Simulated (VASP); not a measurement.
These are RPBE GGA, VASP's PBE PAW potentials (set 64) (plane waves; VASP) values and carry that method's errors.

VASP ran on this input.

### INCAR
```
# general
SYSTEM   =  BaHfO3
PREC     =  Accurate
ENCUT    =  520
LREAL    =  .FALSE.
LASPH    =  .TRUE.

# electronic loop
EDIFF    =  1E-7
NELM     =  100
ALGO     =  Normal
LMAXMIX  =  6

# smearing
ISMEAR   =  -5

# functional
GGA      =  RP

# ions
ISIF     =  2

# output
LWAVE    =  .FALSE.
LCHARG   =  .TRUE.
LORBIT   =  11
NEDOS    =  601

# other
LEFG     =  .TRUE.
```

**POSCAR**
```
BaHfO3
4.235580
  0.9999998909   0.0000000000   0.0000000000
  0.0000000000   0.9999998909   0.0000000000
  0.0000000000   0.0000000000   0.9999998909
Ba Hf O
1 1 3
direct
  0.0000000000   0.0000000000   0.0000000000
  0.5000000000   0.5000000000   0.5000000000
  0.5000000000   0.0000000000   0.5000000000
  0.0000000000   0.5000000000   0.5000000000
  0.5000000000   0.5000000000   0.0000000000
```

### KPOINTS
```
Regular mesh
0
Gamma
6 6 6
```

POTCAR, in this order: Ba_sv Hf_pv O (PBE.64 set). Program: vasp_std.

What will the output report for the number of irreducible k-points (NKPTS), largest plane-wave count, number of space-group operations, FFT grid (NGX, NGY, NGZ)?

```json
{
 "number of irreducible k-points (NKPTS)": "20",
 "largest_plane_wave_count": "2103",
 "number_of_space_group_operations": "48",
 "FFT grid (NGX, NGY, NGZ)": "32 × 32 × 32"
}
```

The compound is BaHfO3 in the cubic perovskite structure. It was relaxed first.
